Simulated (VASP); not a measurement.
Input:

```
LiBr
1.0
    0.00000     2.75216     2.75216
    2.75216     0.00000     2.75216
    2.75216     2.75216     0.00000
Li Br
1 1
Direct
  0.00000   0.00000   0.00000
  0.50000   0.50000   0.50000
```

These are PBE GGA, VASP's PBE PAW potentials (set 64) (plane waves; VASP 6.6.1) values and carry that method's errors. Settings: 520 eV cut-off, 11×11×11 Γ-centred mesh, Gaussian smearing of 0.010 eV, potentials Li_sv Br.

### Question
Give the direction-averaged independent-particle dielectric function (no local fields, no excitons; a broadening of 0.1 eV leaves a tail below the gap, and fine structure carries the noise of the k-mesh).

### Answer

| ħω (eV) | ε₁ | ε₂ |
|---|---|---|
| 0.00 | 3.72 | 0.00 |
| 0.30 | 3.73 | 0.00 |
| 0.60 | 3.74 | 0.01 |
| 0.90 | 3.76 | 0.01 |
| 1.30 | 3.79 | 0.01 |
| 1.60 | 3.83 | 0.01 |
| 1.90 | 3.88 | 0.02 |
| 2.30 | 3.96 | 0.02 |
| 2.60 | 4.04 | 0.03 |
| 2.90 | 4.13 | 0.03 |
| 3.30 | 4.28 | 0.04 |
| 3.60 | 4.42 | 0.05 |
| 3.90 | 4.60 | 0.07 |
| 4.30 | 4.91 | 0.09 |
| 4.60 | 5.24 | 0.13 |
| 4.90 | 5.66 | 0.30 |
| 5.20 | 6.35 | 0.57 |
| 5.60 | 7.00 | 1.17 |
| 5.90 | 7.67 | 2.61 |
| 6.20 | 7.41 | 4.22 |
| 6.60 | 5.46 | 4.82 |
| 6.90 | 6.80 | 4.87 |
| 7.20 | 4.99 | 4.62 |
| 7.60 | 4.55 | 9.04 |
| 7.90 | -0.91 | 6.82 |
| 8.20 | 3.28 | 3.08 |
| 8.60 | 3.88 | 7.85 |
| 8.90 | 0.44 | 8.24 |
| 9.20 | -0.38 | 6.64 |
| 9.50 | -0.71 | 5.45 |
| 9.90 | -1.85 | 5.32 |
| 10.20 | -1.47 | 4.22 |
| 10.50 | -1.41 | 4.38 |
| 10.90 | -2.02 | 3.44 |
| 11.20 | -2.29 | 2.34 |
| 11.50 | -1.49 | 2.28 |
| 11.90 | -1.81 | 2.21 |
| 12.20 | -1.63 | 1.03 |
| 12.50 | -1.14 | 1.26 |
| 12.90 | -1.12 | 0.94 |
ε₂ peaks at 7.0 eV (height 6.3), 7.8 eV (height 9.2), 8.8 eV (height 8.4), 9.7 eV (height 6.6); ε₁(0) averages 3.72, so the electronic refractive index below the gap tends to √3.72 = 1.93.

The compound is LiBr in the rock salt structure. It was relaxed first.
